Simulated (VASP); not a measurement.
Computed with RPBE GGA, VASP's PBE PAW potentials (set 64) (plane waves; VASP).

VASP ran on this input.

### INCAR
```
# general
SYSTEM   =  Cr
PREC     =  Accurate
ENCUT    =  520
LREAL    =  .FALSE.
LASPH    =  .TRUE.

# electronic loop
EDIFF    =  1E-6
NELM     =  100
ALGO     =  Normal
LMAXMIX  =  4

# smearing
ISMEAR   =  1
SIGMA    =  0.1

# functional
GGA      =  RP

# spin
ISPIN    =  2
MAGMOM   =  1.5 -1.5

# ions
IBRION   =  2
NSW      =  60
ISIF     =  3
EDIFFG   =  -0.01

# output
LWAVE    =  .FALSE.
LCHARG   =  .FALSE.
LORBIT   =  10
```

### KPOINTS
```
Automatic mesh
0
Gamma
11 11 11
0 0 0
```

**POSCAR**
```
Cr
1.0
  2.9043335299   0.0000000000   0.0000000000
  0.0000000000   2.9043335299   0.0000000000
  0.0000000000   0.0000000000   2.9043335299
Cr
2
Cartesian
  0.0000000000   0.0000000000   0.0000000000
  1.4521667650   1.4521667650   1.4521667650
```

POTCAR, in this order: Cr_pv (PBE.64 set). Program: vasp_std.

The resulting files:

### OUTCAR
```
 ion  position               nearest neighbor table
   1  0.000  0.000  0.000-   2 2.52   2 2.52   2 2.52   2 2.52   2 2.52   2 2.52   2 2.52   2 2.52
  LATTYP: Found a simple cubic cell.
 ALAT       =     2.9043335299
 Subroutine PRICEL returns following result:
  LATTYP: Found a body centered cubic cell.
 ALAT       =     2.9043335299
 Subroutine GETGRP returns: Found 48 space group operations
The static configuration has the point symmetry O_h .
The dynamic configuration has the point symmetry O_h .
The overall configuration has the point symmetry O_h .
 Subroutine INISYM returns: Found 48 space group operations
 Subroutine IBZKPT returns following result:
 Found     56 irreducible k-points:

 Following reciprocal coordinates:
            Coordinates               Weight
  0.000000  0.000000  0.000000      1.000000
  0.090909  0.000000  0.000000      6.000000
  0.181818  0.000000  0.000000      6.000000
  0.272727  0.000000  0.000000      6.000000
  0.363636  0.000000  0.000000      6.000000
  0.454545  0.000000  0.000000      6.000000
  0.090909  0.090909  0.000000     12.000000
  0.181818  0.090909  0.000000     24.000000
  0.272727  0.090909  0.000000     24.000000
  0.363636  0.090909  0.000000     24.000000
  0.454545  0.090909  0.000000     24.000000
  0.181818  0.181818  0.000000     12.000000
  0.272727  0.181818  0.000000     24.000000
  0.363636  0.181818  0.000000     24.000000
  0.454545  0.181818  0.000000     24.000000
  0.272727  0.272727  0.000000     12.000000
  0.363636  0.272727  0.000000     24.000000
  0.454545  0.272727  0.000000     24.000000
  0.363636  0.363636  0.000000     12.000000
  0.454545  0.363636  0.000000     24.000000
  0.454545  0.454545  0.000000     12.000000
  0.090909  0.090909  0.090909      8.000000
  0.181818  0.090909  0.090909     24.000000
  0.272727  0.090909  0.090909     24.000000
  0.363636  0.090909  0.090909     24.000000
  0.454545  0.090909  0.090909     24.000000
  0.181818  0.181818  0.090909     24.000000
  0.272727  0.181818  0.090909     48.000000
  0.363636  0.181818  0.090909     48.000000
  0.454545  0.181818  0.090909     48.000000
  0.272727  0.272727  0.090909     24.000000
  0.363636  0.272727  0.090909     48.000000
  0.454545  0.272727  0.090909     48.000000
  0.363636  0.363636  0.090909     24.000000
  0.454545  0.363636  0.090909     48.000000
  0.454545  0.454545  0.090909     24.000000
  0.181818  0.181818  0.181818      8.000000
  0.272727  0.181818  0.181818     24.000000
  0.363636  0.181818  0.181818     24.000000
  0.454545  0.181818  0.181818     24.000000
   k-points           NKPTS =     56   k-points in BZ     NKDIM =     56   number of bands    NBANDS=     16
   number of dos      NEDOS =    301   number of ions     NIONS =      2
   total plane-waves  NPLWV =  13824
   dimension x,y,z NGX =    24 NGY =   24 NGZ =   24
   dimension x,y,z NGXF=    48 NGYF=   48 NGZF=   48
   ions per type =               2
   PREC   = accura    normal or accurate (medium, high low for compatibility)
   ISTART =      0    job   : 0-new  1-cont  2-samecut
   ICHARG =      2    charge: 1-file 2-atom 10-const
   ISPIN  =      2    spin polarized calculation?
   LNONCOLLINEAR =      F non collinear calculations
   LSORBIT =      F    spin-orbit coupling
   INIWAV =      1    electr: 0-lowe 1-rand  2-diag
   ENCUT  =  520.0 eV  38.22 Ry    6.18 a.u.   5.40  5.40  5.40*2*pi/ulx,y,z
   NELM   =    100;   NELMIN=  2; NELMDL= -5     # of ELM steps
   EDIFF  = 0.1E-05   stopping-criterion for ELM
   LREAL  =      F    real-space projection
   NLSPLINE    = F    spline interpolate recip. space projectors
...
```

OSZICAR:
```
       N       E                     dE             d eps       ncg     rms          rms(c)
DAV:   1     0.231831489735E+03    0.23183E+03   -0.14407E+04  3584   0.182E+03
DAV:   2    -0.128126455742E+02   -0.24464E+03   -0.24285E+03  3728   0.502E+02
DAV:   3    -0.209593889013E+02   -0.81467E+01   -0.80209E+01  4696   0.104E+02
DAV:   4    -0.210637789976E+02   -0.10439E+00   -0.10438E+00  4112   0.123E+01
DAV:   5    -0.210667829003E+02   -0.30039E-02   -0.30039E-02  5040   0.167E+00    0.174E+01
DAV:   6    -0.179894133542E+02    0.30774E+01   -0.19504E+01  3984   0.526E+01    0.518E+00
DAV:   7    -0.180323033344E+02   -0.42890E-01   -0.38359E-01  4032   0.852E+00    0.290E+00
DAV:   8    -0.180409648181E+02   -0.86615E-02   -0.59022E-02  4696   0.195E+00    0.125E+00
DAV:   9    -0.180484333821E+02   -0.74686E-02   -0.19289E-01  4408   0.265E+00    0.560E-01
DAV:  10    -0.180510191902E+02   -0.25858E-02   -0.10091E-02  4872   0.761E-01    0.385E-01
DAV:  11    -0.180538414989E+02   -0.28223E-02   -0.69225E-02  4616   0.140E+00    0.210E-01
DAV:  12    -0.180540600606E+02   -0.21856E-03   -0.29282E-03  4280   0.424E-01    0.681E-02
DAV:  13    -0.180540673256E+02   -0.72649E-05   -0.89343E-05  4840   0.988E-02    0.358E-02
DAV:  14    -0.180540754916E+02   -0.81660E-05   -0.42636E-05  4384   0.478E-02    0.158E-02
DAV:  15    -0.180540767955E+02   -0.13039E-05   -0.28363E-05  4536   0.363E-02    0.419E-03
DAV:  16    -0.180540764877E+02    0.30779E-06   -0.28686E-06  2624   0.944E-03
   1 F= -.18054076E+02 E0= -.18054081E+02  d E =-.180541E+02  mag=    -0.0000
```

File OUTCAR:
```
------------------------ aborting loop because EDIFF is reached ----------------------------------------
  FORCE on cell =-STRESS in cart. coord.  units (eV):
  Direction    XX          YY          ZZ          XY          YZ          ZX
  --------------------------------------------------------------------------------------
  Total        0.0098621      0.0098621      0.0098621      0.0000000      0.0000000      0.0000000
  in kB        0.6449723      0.6449723      0.6449723      0.0000000      0.0000000      0.0000000
  external PRESSURE =       0.6449723 kB  Pullay stress =       0.0000000 kB
  volume of cell :       24.50
      direct lattice vectors                 reciprocal lattice vectors
     2.904333530  0.000000000  0.000000000     0.344313072  0.000000000  0.000000000
     0.000000000  2.904333530  0.000000000     0.000000000  0.344313072  0.000000000
     0.000000000  0.000000000  2.904333530     0.000000000  0.000000000  0.344313072
 POSITION                                       TOTAL-FORCE (eV/Angst)
 -----------------------------------------------------------------------------------
      0.00000      0.00000      0.00000         0.000000      0.000000     -0.000000
      1.45217      1.45217      1.45217        -0.000000     -0.000000      0.000000
 -----------------------------------------------------------------------------------
    total drift:                                0.000000      0.000000     -0.000000
  FREE ENERGIE OF THE ION-ELECTRON SYSTEM (eV)
  ---------------------------------------------------
  free  energy   TOTEN  =       -18.0540764877 eV

  energy  without entropy=      -18.0540899124  energy(sigma->0) =      -18.05408096

 total charge

# of ion       s       p       d       tot
------------------------------------------
    1        0.434   6.367   4.148  10.949
    2        0.434   6.367   4.148  10.949
--------------------------------------------------
tot          0.867  12.734   8.296  21.897

 magnetization (x)

# of ion       s       p       d       tot
------------------------------------------
    1        0.016   0.014   1.476   1.506
    2       -0.016  -0.014  -1.476  -1.506
--------------------------------------------------
tot          0.000   0.000   0.000   0.000

 reached required accuracy - stopping structural energy minimisation
```
(Selected blocks of OUTCAR.)

OUTCAR:
```
 val. band max:       10.2718046127   @ k =   0.3636   0.0909   0.0000

 cond. band min:      10.3553077976   @ k =   0.4545   0.4545   0.0909


 Fermi energy:        10.2745861922

 spin component 1

 k-point     1 :       0.0000    0.0000    0.0000
  band No.  band energies     occupation
      1     -33.4576      1.00000
      2     -33.4576      1.00000
      3     -33.4576      1.00000
      4     -31.8479      1.00000
      5     -31.8479      1.00000
      6     -31.8479      1.00000
      7       2.6410      1.00000
      8       6.3596      1.00000
      9       6.3597      1.00000
     10       9.4070      1.00000
     11       9.4070      1.00000
     12       9.4071      1.00000
     13      11.5712     -0.00000
     14      11.5712     -0.00000
     15      12.9035      0.00000
     16      12.9035      0.00000

 k-point     2 :       0.0909    0.0000    0.0000
  band No.  band energies     occupation
      1     -33.4649      1.00000
      2     -33.4535      1.00000
      3     -33.4535      1.00000
      4     -31.8629      1.00000
      5     -31.8506      1.00000
      6     -31.8506      1.00000
      7       2.8134      1.00000
      8       6.4462      1.00000
      9       6.4501      1.00000
     10       9.3915      1.00000
     11       9.3915      1.00000
     12       9.4571      1.00000
     13      11.4560     -0.00000
     14      11.6145     -0.00000
     15      12.6898      0.00000
     16      12.6898      0.00000

 k-point     3 :       0.1818    0.0000    0.0000
  band No.  band energies     occupation
      1     -33.4845      1.00000
      2     -33.4425      1.00000
      3     -33.4425      1.00000
      4     -31.9031      1.00000
      5     -31.8581      1.00000
      6     -31.8581      1.00000
      7       3.3149      1.00000
      8       6.6858      1.00000
      9       6.7008      1.00000
     10       9.3558      1.00000
     11       9.3558      1.00000
...
```

The compound is Cr in the bcc, AFM order structure. It was relaxed first. The start is the result of an earlier pass.
